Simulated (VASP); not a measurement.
Given:

```yaml
crystal:
  lattice:
    - [1.42798, -2.47333, 0.00000]
    - [1.42798, 2.47333, 0.00000]
    - [0.00000, 0.00000, 4.55277]
  atoms:
    - { symbol: Ti, position: [0.33333, 0.66667, 0.25000] }
    - { symbol: Ti, position: [0.66667, 0.33333, 0.75000] }
```

Method: LDA (Ceperley-Alder, Perdew-Zunger), VASP's LDA PAW potentials (set 64) (plane waves; VASP). Numerical set-up: 520 eV cut-off, Gaussian smearing of 0.050 eV, potentials Ti_sv.

Question: Give the energies of bands 9 to 15 at the high-symmetry points, in eV from the Fermi level.

Answer: 
```tsv
band	Γ	M	K	A	L	H
9	-6.32	-2.44	-1.94	-4.37	-2.77	-1.35
10	-2.90	-2.42	-1.42	-4.37	-2.77	-1.35
11	0.77	-2.09	-1.42	0.03	-0.96	-1.23
12	0.77	-0.46	-1.33	0.03	-0.96	-1.23
13	0.85	0.46	0.19	0.67	1.61	-0.16
14	1.03	0.64	0.19	0.67	1.61	-0.16
15	1.32	1.23	1.57	0.67	1.84	1.75
```

It has no gap at this level: it comes out as a metal or semimetal.

The compound is Ti in the hcp structure. It was relaxed first, which changed the volume by -9 %.
